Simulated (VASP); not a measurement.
Calculation: PBEsol GGA, VASP's PBE PAW potentials (set 64) (plane waves; VASP).

A VASP calculation is set up with these files.

KPOINTS:
```
Automatic
0
Gamma
  7 7 7
0 0 0
```

POSCAR:
```
KI
1
    0.0000000000     3.5069302792     3.5069302792
    3.5069302792     0.0000000000     3.5069302792
    3.5069302792     3.5069302792     0.0000000000
K I
1 1
Direct
  0.0000000000   0.0000000000   0.0000000000
  0.5000000000   0.5000000000   0.5000000000
```

**INCAR**
```
ALGO = Normal
EDIFF = 1E-7
ENCUT = 520
GGA = PS
ISIF = 2
ISMEAR = -5
LASPH = T
LCHARG = T
LMAXMIX = 4
LORBIT = 11
LREAL = F
LWAVE = F
NEDOS = 601
NELM = 100
PREC = Accurate
SYSTEM = KI
```

POTCAR, in this order: K_sv I (PBE.64 set). Program: vasp_std.

### Question
What will the output report for the number of irreducible k-points (NKPTS), largest plane-wave count, number of space-group operations, FFT grid (NGX, NGY, NGZ)?

### Answer

| Quantity | Value |
|---|---|
| number of irreducible k-points (NKPTS) | 20 |
| largest plane-wave count | 2341 |
| number of space-group operations | 48 |
| FFT grid (NGX, NGY, NGZ) | 40 × 40 × 40 |

The compound is KI in the rock salt structure. It was relaxed first.
